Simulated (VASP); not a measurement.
```
GaAs
1.0
    0.00000     2.96171     2.96171
    2.96171     0.00000     2.96171
    2.96171     2.96171     0.00000
Ga As
1 1
Cartesian
  0.00000   0.00000   0.00000
  1.48085   1.48085   1.48085
```

Calculation: vdW-DF2, VASP's PBE PAW potentials (set 64) (plane waves; VASP 6.6.1). Numerical set-up: 520 eV cut-off, 10×10×10 Γ-centred mesh, first-order Methfessel-Paxton smearing of 0.10 eV, potentials Ga_d As.

Task: Estimate the energy per atom (σ→0), band gap (on the k-mesh) with the smallest direct gap where there is one.

Result: 
band gap (on the k-mesh): none (metal, semimetal or under 0.01 eV)
energy per atom (σ→0): -1.292 eV/atom

The compound is GaAs in the zinc blende structure. It was relaxed first, which changed the volume by +15 %. The start is the result of an earlier pass.
